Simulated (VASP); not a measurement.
A convergence study with VASP on TiO2 (rutile): one setting is varied, all else stays as given below, so the limit is that of these other settings. Each run relaxes cell and ions from the cell shown. The basis is that of the starting cell, so low cut-offs carry a Pulay error.

```xyz
6
Lattice="4.5900 0.0000 0.0000 0.0000 4.5900 0.0000 0.0000 0.0000 2.9600" Properties=species:S:1:pos:R:3 pbc="T T T"
Ti     0.0000     0.0000     0.0000
Ti     2.2950     2.2950     1.4800
O      1.4000     1.4000     0.0000
O      3.6949     0.8951     1.4800
O      0.8951     3.6949     1.4800
O      3.1900     3.1900     0.0000
```

All values below come from PBEsol GGA, VASP's PBE PAW potentials (set 64) (plane waves; VASP). The tightest run used: 800 eV cut-off, 4×4×6 Γ-centred mesh, Gaussian smearing of 0.050 eV, potentials Ti_sv O.

Gaps are read on the run's mesh, which can miss a band edge.

| setting | relaxed volume (Å³/atom) | E (eV/atom) | gap on the mesh (eV) | plane waves |
|---|---|---|---|---|
| ENCUT = 250 | 8.490 | -10.3084 | 2.184 | 584 |
| ENCUT = 300 | 9.203 | -9.6389 | 1.984 | 752 |
| ENCUT = 350 | 9.750 | -9.4172 | 1.894 | 950 |
| ENCUT = 400 | 10.102 | -9.3653 | 1.854 | 1154 |
| ENCUT = 450 | 10.282 | -9.3520 | 1.832 | 1368 |

Q: These are the cheaper rows. Estimate the results at ENCUT = 800, and how far the last row shown lies from them.

A: 
```tsv
quantity	tightest run	last row shown is off by
relaxed volume (Å³/atom)	10.351	-0.069
E (eV/atom)	-9.3533	0.0013
gap on the mesh (eV)	1.831	0.001
```

Left out are rungs that failed or repeat a setting and relaxations that didn't move; long series are thinned to 24 rows.

The compound is TiO2 in the rutile structure.
